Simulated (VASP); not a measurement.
```
CELL_PARAMETERS angstrom
      0.00000     3.18040     3.18040
      3.18040     0.00000     3.18040
      3.18040     3.18040     0.00000
ATOMIC_POSITIONS crystal
  Mg 0.25000 0.25000 0.25000
  Mg 0.75000 0.75000 0.75000
  Si 0.00000 0.00000 0.00000
```

All values below come from PBE GGA, VASP's PBE PAW potentials (set 64) (plane waves; VASP 6.6.1). Settings: PREC = Normal, EDIFF = 1E-5, 400 eV cut-off, 7×7×7 Γ-centred mesh, Gaussian smearing of 0.050 eV, potentials Mg Si.

Q: Estimate the energy per atom (σ→0).

A: 
```yaml
energy per atom (σ→0): -286.5 kJ/mol of atoms
```

Total energies compare only between runs with the same potentials, cut-off and functional.

The structure comes from a computed database's Mg2Si entry (Fm-3m); how it stands against other phases isn't given here. It was relaxed first.
